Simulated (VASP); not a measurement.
**A VASP study of TePdS (PBE + D4): structure first, properties next**

Aim: relax TePdS, then compute properties on the relaxed cell. The steps: rough relaxation of the start cell, relaxing cell and atoms (PBE + D4), density, ELF and potential (PBE + D4), band structure (PBE + D4), density of states (PBE + D4) and zone-centre phonons (PBE + D4). The cell is invented: it takes the structure of a Materials Project entry for TePdSe (space group 156 there), with some of its atoms replaced by other elements, volume scaled by an estimate. It may not be a known or stable phase. The atoms of the start are displaced at random from the sites of a P3m1 cell.

Method: PBE with D4; plane waves and PAW (Te, Pd, S); invented cell, in VASP 6.6.1.

Report form: the programs' logs are mostly left out.

### 1. The starting structure

Before any relaxation, the start is as follows. Symmetry: P1, No. 1, triclinic system. The conventional cell has a = 3.888 Å, b = 3.888 Å, c = 4.978 Å, α = 90.00°, β = 90.00°, γ = 120.00°. Nearest to Te lie 3 Pd at 2.62 to 2.66 Å. Nearest to Pd lie 3 S at 2.55 to 2.59 Å and 3 Te at 2.62 to 2.66 Å. Nearest to S lie 3 Pd at 2.55 to 2.59 Å. It derives from TePdSe. it takes the structure of a Materials Project entry for TePdSe (space group 156 there), with some of its atoms replaced by other elements, volume scaled by an estimate. Farther neighbours and most contacts between anions are not listed.

Structure file:

```cif
data_structure
_symmetry_space_group_name_H-M 'P1'
_symmetry_Int_Tables_number 1
_cell_length_a 3.8880
_cell_length_b 3.8880
_cell_length_c 4.9784
_cell_angle_alpha 90.000
_cell_angle_beta 90.000
_cell_angle_gamma 120.000
_cell_volume 65.17
loop_
_atom_site_label
_atom_site_type_symbol
_atom_site_symmetry_multiplicity
_atom_site_Wyckoff_symbol
_atom_site_fract_x
_atom_site_fract_y
_atom_site_fract_z
_atom_site_occupancy
Te1 Te 1 a 0.99966 0.00298 0.72728 1
Pd1 Pd 1 a 0.67130 0.33410 0.00693 1
S1 S 1 a 0.33733 0.67310 0.25776 1
```

### 2. Rough relaxation of the start cell

The start is only an estimate, so a cheap relaxation brings it near a minimum before any careful run. PBE, the usual starting point, adds the gradient of the density. A dispersion term adds the long-range attraction that semilocal functionals lack. D4 lets the coefficients depend on atomic charges too.

File INCAR:

```
SYSTEM = TePdS
PREC = Normal
ENCUT = 400
EDIFF = 1E-05
NELM = 60
ISMEAR = -1
SIGMA = 0.05
LREAL = .FALSE.
ALGO = Fast
GGA = PE
IVDW = 13
NBANDS = 17
LORBIT = 11
LWAVE = .FALSE.
LCHARG = .FALSE.
IBRION = 2
NSW = 40
ISIF = 3
EDIFFG = -0.04
```

File POSCAR:

```
TePdS
1.0
    3.8879950000      0.0000000000      0.0000000000
   -1.9439970000      3.3671020000      0.0000000000
    0.0000000000      0.0000000000      4.9783830000
Te Pd S
1 1 1
Direct
    0.0029770000      0.0033180000      0.7272770000
    0.3341040000      0.6628050000      0.0069340000
    0.6731000000      0.3357740000      0.2577610000
```

File KPOINTS:

```
Automatic mesh
0
Gamma
5 5 4
0 0 0
```

PAW data sets: Te, Pd and S (PBE family, release 64).

On the command line:

```
mpirun -np 1 vasp_std
```

The job ended after 2 min (1 MPI rank of AMD EPYC 7R43, shared host; peak memory 0.13 GiB).

The k-mesh is coarse for a metal. This relaxation is a rough one on cheap settings, only to bring the start near its minimum. After so large a change of volume the plane waves of the start cell no longer fit, so the final stress carries a basis-set error.

Relaxation path:

```csv
step,energy less that of the first step (eV),largest force (eV/Å),pressure (GPa),volume (Å³)
1,0.0000,0.6830,-5.20,65.17
2,-0.0484,1.0438,5.33,58.74
3,-0.0811,0.7363,0.73,61.12
4,-0.1134,0.2420,0.03,60.66
5,-0.1158,0.2750,-0.04,60.51
6,-0.1220,0.1623,-0.36,60.42
7,-0.1247,0.0752,-0.89,60.25
8,-0.1268,0.0691,-0.07,59.61
9,-0.1268,0.0678,0.00,59.61
10,-0.1275,0.0213,-0.06,59.64
```

```csv
cell as run,before,after,change
a (Å),3.888,3.829,-1.5 %
b (Å),3.888,3.827,-1.6 %
c (Å),4.978,4.702,-5.6 %
α (°),90.00,89.98,-0.0 %
β (°),90.00,90.08,+0.1 %
γ (°),120.00,120.05,+0.0 %
volume (Å³/atom),21.72,19.88,-8.5 %
```

The atoms that moved most (Å, as changes of fractional coordinates times the final cell):

```csv
atom,dx,dy,dz,length
Te1,0.003,-0.008,-0.083,0.083
Pd2,0.002,0.015,0.048,0.050
S3,-0.005,-0.007,0.035,0.036
```

The relaxed structure:

```xyz
3
Lattice="3.8286 -0.0013 -0.0025 -1.9154 3.3136 0.0007 -0.0034 -0.0009 4.7018" Properties=species:S:1:pos:R:3 pbc="T T T"
Te    0.0056    0.0022    3.3368
Pd    0.0111    2.2111    0.0802
S     1.9285    1.1044    1.2452
```

Numbers from this step:

* electrons: 22
* bands: 17
* irreducible k-points: 51
* symmetry operations: 1
* free energy (TOTEN): -14.65 eV
* energy at zero smearing: -14.65 eV
* Fermi energy: 8.558 eV
* pressure: -0.05597 GPa
* metallic: yes
* SCF cycles over all ionic steps: 72

It ends with a largest force of 0.021 eV/Å and a pressure of -0.06 GPa.

### 3. Relaxing cell and atoms (PBE + D4)

Properties are meant for the cell that this level of theory prefers, so cell and atoms are relaxed first (ISIF = 3) until forces and stress are small; EDIFFG sets the threshold.

File INCAR:

```
SYSTEM = TePdS
PREC = Accurate
ENCUT = 400
EDIFF = 1E-06
NELM = 100
ISMEAR = -1
SIGMA = 0.05
LREAL = .FALSE.
ALGO = Normal
GGA = PE
IVDW = 13
NBANDS = 17
LORBIT = 11
LWAVE = .FALSE.
LCHARG = .FALSE.
IBRION = 2
NSW = 60
ISIF = 3
EDIFFG = -0.01
```

File POSCAR:

```
TePdS
1.0
    3.3159316200     -1.9125684100      0.0000000000
    3.3159316200      1.9125684100      0.0000000000
   -0.0047400400      0.0000000000      4.7018101900
Te Pd S
1 1 1
Direct
    0.0008495350      0.0008495350      0.2903095240
    0.6669770280      0.6669770280      0.9828592260
    0.3330662810      0.3330662810      0.7348592500
```

File KPOINTS:

```
Automatic mesh
0
Gamma
7 7 5
0 0 0
```

The cell reached was symmetrised within 0.01 Å before this step, which raises the operations from 1 to 2, which the run then keeps.

On the command line:

```
mpirun -np 1 vasp_std
```

Elapsed: 4.7 min, on 1 MPI rank; peak memory 0.18 GiB.

The run keeps the 2 symmetry operations of its start, so it cannot find a distortion of lower symmetry.

Step by step:

```csv
step,energy less that of the first step (eV),largest force (eV/Å),pressure (GPa),volume (Å³)
1,0.0000,0.0532,0.13,59.64
2,-0.0012,0.0067,-0.14,59.78
3,-0.0014,0.0514,-0.36,59.91
4,-0.0020,0.0452,0.01,59.73
5,-0.0020,0.0446,0.03,59.72
6,-0.0020,0.0441,0.08,59.70
7,-0.0020,0.0447,0.04,59.71
8,-0.0021,0.0228,0.01,59.73
9,-0.0021,0.0096,-0.01,59.75
```

```csv
cell as run,before,after,change
a (Å),3.828,3.808,-0.5 %
b (Å),3.828,3.808,-0.5 %
c (Å),4.702,4.757,+1.2 %
γ (°),59.95,60.00,+0.1 %
volume (Å³/atom),19.88,19.92,+0.2 %
```

The relaxed structure:

```cif
data_structure
_symmetry_space_group_name_H-M 'P 1'
_symmetry_Int_Tables_number 1
_cell_length_a 3.8082
_cell_length_b 3.8082
_cell_length_c 4.7570
_cell_angle_alpha 90.048
_cell_angle_beta 90.048
_cell_angle_gamma 60.004
_cell_volume 59.75
loop_
_atom_site_label
_atom_site_type_symbol
_atom_site_fract_x
_atom_site_fract_y
_atom_site_fract_z
_atom_site_occupancy
Te1 Te 0.00092 0.00092 0.29125 1
Pd2 Pd 0.66694 0.66694 0.98235 1
S3 S 0.33303 0.33303 0.73442 1
```

This step gave:

| Quantity | Value |
| --- | --- |
| irreducible k-points | 72 |
| symmetry operations | 2 |
| free energy (TOTEN) | -14.64 eV |
| energy at zero smearing | -14.63 eV |
| Fermi energy | 8.401 eV |
| pressure | -0.006576 GPa |
| SCF cycles over all ionic steps | 58 |

It ends with a largest force of 0.010 eV/Å and a pressure of -0.01 GPa.

### 4. Density, ELF and potential (PBE + D4)

The relaxed cell gets a fresh self-consistent run, on a basis set for its own volume, to fix the density and to check the remaining stress.

Edit INCAR of step 3 so:

```diff
@@ -14,6 +14,5 @@
 LWAVE = .FALSE.
-LCHARG = .FALSE.
-IBRION = 2
-NSW = 60
-ISIF = 3
-EDIFFG = -0.01
+LCHARG = .TRUE.
+ISIF = 2
+LELF = .TRUE.
+LVHAR = .TRUE.
```

File POSCAR:

```
TePdS
1.0
    3.2979050537     -1.9042063142      0.0000027632
    3.2979050537      1.9042063142      0.0000027632
   -0.0046297263      0.0000000000      4.7570384180
Te Pd S
1 1 1
Direct
    0.0009216943      0.0009216943      0.2912505260
    0.6669374605      0.6669374605      0.9823536472
    0.3330336892      0.3330336892      0.7344238269
```

KPOINTS is that of step 3.

On the command line:

```
mpirun -np 1 vasp_std
```

Run time: 83 s. Hardware: 1 MPI rank; peak memory 0.17 GiB.

This step gave:

```yaml
scf_cycles: 14
pressure: 0.003949 GPa
```

Valence electrons inside each PAW sphere by angular momentum. Sphere charges, by row:

```csv
atom,s (e),p (e),d (e),tot (e)
Te1,1.427,1.788,0.076,3.291
Pd2,0.484,0.583,8.488,9.555
S3,1.372,2.243,0,3.616
```

ELF in the ac plane at fractional y = 0.001, with atoms of Te within 0.2 Å of it. It is the smooth field of the valence electrons, not physical close to the nuclei.

Ten even steps from '_' (0.02) to '@' (0.88), each cell a mean:
```
..........::::::::..........
______..::::----::::....____
______..::==++++++--::..____
______..--**######++--..____
______..==**##%%##++--..____
........--++####**==::......
++==::..::--++++++--....--==
@@%%**==::::::::::::::++##%%
@@@@@@##==........::++%%@@@@
@@@@@@@@**::..__..==##@@@@@@
%%@@@@@@##==....::++%%@@@@%%
####@@@@%%++::..::**%%@@%%##
**##%%@@%%++::::--**%%@@%%##
##%%%%%%##==::::--++##%%%%%%
%%%%%%##++--::::::==**##%%%%
******++--::::::::::==++****
====----::::::::::::::--====
```
Columns run along a (3.8 Å), rows up along c (4.8 Å). Atoms in or near the plane, at fractional coordinates: Te at (0.00, 0.29).

Valence density in the ac plane at fractional y = 0.001, with atoms of Te within 0.2 Å of it. It is the smooth field of the valence electrons, not physical close to the nuclei.

Ten even steps from '0' (-0.33 e/Å³) to '9' (0.51 e/Å³), each cell a mean:
```
55556788876555
44556789876544
44456789876544
44456789875544
44456788865544
44455677765544
55555566655555
77665555555677
99876555556799
89986554557999
36997554568985
03898655568972
14898655578973
67998665678997
99987666677899
88777777777778
66666788776666
```
Columns run along a (3.8 Å), rows up along c (4.8 Å). Atoms in or near the plane, at fractional coordinates: Te at (0.00, 0.29).

Electrostatic potential energy in the ac plane at fractional y = 0.001, with atoms of Te within 0.2 Å of it. With pseudopotentials it is smooth inside the atoms' cores, unlike the true potential.

Values in eV, 17 rows by 14 columns, each cell a mean:
```
  2   2   2   2   1  -1  -2  -3  -2   0   1   2   2   2
  3   3   3   2   1  -1  -2  -2  -1   0   1   2   3   3
  4   4   3   3   1   0  -2  -2  -1   0   2   3   3   4
  4   4   3   3   2   0  -2  -2  -1   1   2   3   4   4
  4   4   3   3   2   0  -1  -2  -1   1   2   3   3   4
  3   3   3   3   2   1   0   0   1   2   2   3   3   3
  0   1   1   2   2   2   2   1   2   2   2   2   1   0
 -7  -5  -3   0   1   2   3   3   3   2   1  -1  -3  -6
-32 -26 -13  -4   0   2   3   3   3   1  -1  -6 -17 -28
-70 -62 -39 -14  -3   1   2   3   2   0  -5 -19 -47 -65
-92 -87 -65 -30  -7   0   2   3   2  -2 -10 -40 -74 -89
-92 -92 -75 -38  -9  -1   2   2   1  -3 -14 -49 -83 -92
-92 -90 -70 -34  -8  -1   1   2   1  -2 -12 -44 -79 -91
-83 -76 -51 -21  -5  -1   1   1   1  -2  -7 -28 -61 -79
-50 -42 -22  -8  -3   0   0   0   0  -1  -3 -10 -29 -44
-13 -10  -5  -2  -1  -1  -1  -1  -1   0  -1  -3  -6 -11
 -3  -2  -1   0   0  -1  -2  -3  -2   0   0   0  -1  -2
```
Columns run along a (3.8 Å; values clipped at the 3rd and 97th percentile), rows up along c (4.8 Å). Atoms in or near the plane, at fractional coordinates: Te at (0.00, 0.29).

In this run the pressure is 0.00 GPa, small enough to go on.

### 5. Band structure (PBE + D4)

Levels along the symmetry lines show where the bands peak and cross; KPOINTS_OPT computes them in the converged potential.

File INCAR:

```
SYSTEM = TePdS
PREC = Accurate
ENCUT = 400
EDIFF = 1E-06
NELM = 100
ISMEAR = -1
SIGMA = 0.05
LREAL = .FALSE.
ALGO = Normal
GGA = PE
IVDW = 13
NBANDS = 24
LORBIT = 11
LWAVE = .FALSE.
LCHARG = .FALSE.
```

POSCAR is that of step 4.

KPOINTS is that of step 4.

File KPOINTS_OPT:

```
Line mode
16
Line-mode
Reciprocal
  0.00000000   0.00000000   0.00000000 GAMMA
  0.50000000   0.50000000  -1.00000000 Y

  0.50000000   0.50000000  -1.00000000 Y
  0.02038947   0.02038947  -1.49862597 F

  0.02038947   0.02038947  -1.49862597 F
  0.50000000   0.50000000  -0.50000000 L

  0.50000000   0.50000000  -0.50000000 L
  0.66676496   0.33323504  -0.50000000 I

  0.33323504  -0.33323504   0.50000000 I1
  0.00000000   0.00000000   0.50000000 Z

  0.00000000   0.00000000   0.50000000 Z
  0.97961053   0.97961053   0.49862597 F1

  0.50000000   0.50000000  -1.00000000 Y
  0.50664333   0.49335667  -1.00000000 X1

  0.49335667  -0.49335667   0.00000000 X
  0.00000000   0.00000000   0.00000000 GAMMA

  0.00000000   0.00000000   0.00000000 GAMMA
  0.50000000   0.00000000  -0.50000000 N

  0.50000000   0.00000000   0.00000000 M
  0.00000000   0.00000000   0.00000000 GAMMA
```

On the command line:

```
mpirun -np 1 vasp_std
```

Wall time 4 min (1 MPI rank); peak memory 0.22 GiB.

Within 0.02 Å the cell has space group P3m1; at a tight tolerance a small distortion makes it Cm. Spin-orbit coupling is off here; with elements this heavy it splits and shifts levels by tenths of an eV or more. The path was typed for another setting of this lattice: F, F1, X, X1 and Y lie outside the first zone, so these labels don't mark the standard points and true extrema may be missed.

Numbers from this step:

```yaml
bands: 24
pressure: 2.34e-4 GPa
```

Electronic bands along the path, in eV, zero at the Fermi level; # counts the bands kept:

```csv
point,#6,#7,#8,#9,#10,#11,#12,#13
Γ,-2.28,-0.59,-0.57,0.83,0.85,1.30,3.38,5.98
0.53 of the way,-2.89,-1.27,-1.14,-0.65,0.51,0.65,4.80,6.03
Y,-3.29,-3.03,-2.64,-2.29,0.20,2.36,4.78,6.53
0.53 of the way,-2.60,-2.21,-1.86,-1.83,1.92,1.96,5.65,6.15
F,-2.42,-1.54,-1.44,-0.94,2.14,2.16,5.56,6.43
0.47 of the way,-2.93,-2.21,-1.86,-1.19,1.85,1.91,4.91,6.43
L,-3.11,-2.70,-1.89,-0.59,0.13,1.46,5.00,5.70
0.47 of the way,-3.16,-3.06,-2.28,-1.95,1.41,2.10,5.53,6.54
I,-3.71,-3.13,-2.57,-2.38,1.94,2.79,6.59,7.38
jump to I1,-3.71,-3.13,-2.57,-2.38,1.94,2.79,6.59,7.38
0.47 of the way,-2.85,-1.91,-1.43,-1.34,0.43,1.66,5.45,6.56
Z,-2.44,-1.46,-1.44,-1.03,2.17,2.18,5.54,6.44
0.47 of the way,-3.14,-2.70,-1.83,-0.58,0.14,1.42,5.00,5.68
F1,-2.42,-1.54,-1.44,-0.94,2.14,2.16,5.56,6.43
jump to Y,-3.29,-3.03,-2.64,-2.29,0.20,2.36,4.78,6.53
0.53 of the way,-3.29,-3.03,-2.64,-2.29,0.20,2.35,4.78,6.53
X1,-3.30,-3.03,-2.64,-2.27,0.19,2.35,4.78,6.52
jump to X,-3.30,-3.03,-2.64,-2.27,0.19,2.35,4.78,6.52
0.47 of the way,-3.08,-2.39,-2.19,-0.66,0.02,0.48,4.74,6.68
Γ,-2.28,-0.59,-0.57,0.83,0.85,1.30,3.38,5.98
0.53 of the way,-2.92,-1.26,-1.16,-0.18,0.29,0.51,4.62,5.86
N,-3.11,-2.71,-1.89,-0.61,0.12,1.45,5.02,5.71
jump to M,-3.30,-3.03,-2.64,-2.29,0.21,2.35,4.78,6.52
0.47 of the way,-3.03,-2.21,-1.95,-1.16,1.56,1.88,4.87,6.61
Γ,-2.28,-0.59,-0.57,0.83,0.85,1.30,3.38,5.98
```

Of the projections kept (Te, Pd, S), the largest for each band there; the rest of the weight can lie on other orbitals:

```csv
point,#6,#7,#8,#9,#10,#11,#12,#13
Γ,Pd 0.87,S 0.58,S 0.59,Te 0.62,Te 0.62,Te 0.48,Pd 0.42,Pd 0.45
Y,Pd 0.68,Pd 0.96,Pd 0.68,Pd 0.74,Pd 0.61,Te 0.37,Pd 0.65,Pd 0.52
F,Te 0.54,S 0.48,S 0.51,Pd 0.40,Te 0.44,Te 0.45,Pd 0.60,Pd 0.70
L,Pd 0.99,Pd 0.93,S 0.45,S 0.46,Pd 0.51,Pd 0.47,Te 0.50,Pd 0.47
I,Pd 0.82,Pd 0.99,Pd 0.89,Pd 0.89,S 0.42,Te 0.37,S 0.52,Te 0.41
I1,Pd 0.82,Pd 0.99,Pd 0.89,Pd 0.89,S 0.42,Te 0.37,S 0.52,Te 0.41
```

There is no gap at this level.

### 6. Density of states (PBE + D4)

Here the states are counted by energy and projected on the atoms. The mesh is finer than in the run before.

Edit INCAR of step 5 so:

```diff
@@ -5,3 +5,3 @@
 NELM = 100
-ISMEAR = -1
+ISMEAR = -5
 SIGMA = 0.05
@@ -15 +15,2 @@
 LCHARG = .FALSE.
+NEDOS = 2001
```

POSCAR is that of step 5.

File KPOINTS:

```
Automatic mesh
0
Gamma
10 10 7
0 0 0
```

On the command line:

```
mpirun -np 1 vasp_std
```

The job ended after 3.9 min (1 MPI rank; peak memory 0.28 GiB).

With tetrahedra the forces and stress of a metal are not exact derivatives of the energy.

This step gave:

| Quantity | Value |
| --- | --- |
| irreducible k-points | 196 |
| free energy (TOTEN) | -14.63 eV |
| Fermi energy | 8.425 eV |
| pressure | -0.07960 GPa |
| DOS at the Fermi level | 1.071 states/eV/cell |

The density of states has structure finer than the step of the table below, so its rows give means over 1 eV, whole bins alone (the curve runs from -12.0 to 7.71 eV). Peaks (eV: height): total -11.6: 7.92, -5.9: 5.31, -3.8: 6.83, -2.9: 4.76; Pd d -5.9: 1.23, -5.3: 2.50, -3.7: 4.50, -2.9: 3.28; S p -5.9: 0.830, -5.3: 0.635, -3.8: 0.474, -1.8: 0.530; Te p -5.9: 0.73, -3.8: 0.452, -2.4: 0.405, 1.6: 0.601; Pd p -11.6: 0.198, -5.9: 0.167, 6.2: 0.294, 7.4: 0.246.

States under -12.0 eV and over 7.7 eV are left out. Table of density of states by energy, zero at the Fermi level; means over each step; 7 of 9 lines; values in states/eV/cell:

```csv
energy (eV),total,Pd d,S p,Te p,Pd p,Pd s,Te s
-11,0.489,0.0237,0.00291,0.00187,0.0116,0.00450,0.244
-10,0,0,0,0,0,0,0
-9,0,0,0,0,0,0,0
-8,0,0,0,0,0,0,0
-7,0.0781,0.0131,0.0107,0.0119,9.8e-4,0.00715,2.7e-4
-6,2.69,0.679,0.397,0.369,0.0636,0.114,0.0135
-5,3.18,1.50,0.450,0.266,0.0475,0.0560,0.0247
-4,3.79,2.35,0.281,0.245,0.0604,0.0736,0.0325
-3,3.49,2.26,0.226,0.222,0.0657,0.0915,0.0219
-2,2.80,1.10,0.433,0.341,0.143,0.0376,0.0261
-1,1.64,0.384,0.372,0.244,0.104,0.0179,0.0317
0,1.17,0.308,0.170,0.253,0.0431,0.0125,0.0183
1,1.81,0.458,0.291,0.445,0.0425,0.0146,0.0172
2,1.42,0.332,0.299,0.373,0.0190,0.00825,0.00744
3,0.00982,0.00211,0.00251,0.00260,8.8e-5,2.5e-5,3.2e-5
4,0.0744,0.00139,0.00354,0.00158,0.00615,0.00309,4.1e-4
5,1.68,0.0928,0.109,0.0489,0.0830,0.211,0.0121
6,1.92,0.0912,0.0997,0.0953,0.120,0.214,0.0329
7,1.42,0.0636,0.0514,0.0667,0.138,0.0565,0.0252
```

The finer mesh and the other smearing move the Fermi level by +0.02 eV from the 7×7×5 run, a small shift, which tests the Fermi level alone. Of the states within 0.3 eV of the Fermi level, the largest shares in the PAW spheres are Pd d 27 %, Te p 22 % and S p 14 %. The rest lies in smaller channels or between the spheres.

### 7. Zone-centre phonons (PBE + D4)

Zone-centre modes test whether the atoms sit at a minimum within this cell. IBRION = 6 takes the force constants from differences of forces between displaced cells, so the forces must be tight.

File INCAR:

```
SYSTEM = TePdS
PREC = Accurate
ENCUT = 400
EDIFF = 1E-08
NELM = 100
ISMEAR = 1
SIGMA = 0.2
LREAL = .FALSE.
ALGO = Normal
GGA = PE
IVDW = 13
NBANDS = 17
LORBIT = 11
LWAVE = .FALSE.
LCHARG = .FALSE.
IBRION = 6
NFREE = 2
POTIM = 0.015
ISIF = 2
NSW = 1
```

POSCAR is that of step 6.

File KPOINTS:

```
Automatic mesh
0
Gamma
12 12 8
0 0 0
```

On the command line:

```
mpirun -np 1 vasp_std
```

The job ended after 68 min (1 MPI rank; peak memory 0.74 GiB).

The run was stopped at its time limit, by a STOPCAR file.

More ranks or a longer limit would be the way on.

### 8. Summary of results

| Property | Result |
| --- | --- |
| relaxed volume | 19.92 Å³/atom |
| relaxed conventional cell a, b, c | 3.808, 3.808, 4.757 Å; angles 90.0, 90.0, 120.0° |
| space group after relaxing, within 0.02 Å (lengths above averaged to it) | P3m1 (No. 156) |
| band gap | none, a metal |
| DOS at the Fermi level | 1.07 states/eV/cell |

In words: With PBE + D4, TePdS relaxes to 19.92 Å³/atom in space group P3m1 and comes out as a metal. Not obtained: zone-centre phonons (PBE + D4), because the run hit its time limit. Band structure (PBE + D4): Of the bands kept, 3 cross the Fermi level on this path. Spin-orbit coupling is left out, and with elements this heavy it would split and shift bands near the Fermi level. The k-sampling is coarse for a metal, so the Fermi level, pressures and the shape of the cell carry errors. No search among competing phases was made. All values are for a static lattice at zero temperature.

[Lines on the potential files, build, host, timing and source positions are cut from VASP's logs without a mark.]

[Logs are printed without paths, hosts, clocks, repeated set-up lines and the standing remarks that a program may print on its own settings, such as how far it seeks lower states.]

[Hosts, paths, dates, database ids (printed as entryN), source tags and the programs' standing remarks are cut or masked in the printed files.]

[A measured line is paired with the nearest computed mode of its activity, which favours agreement.]
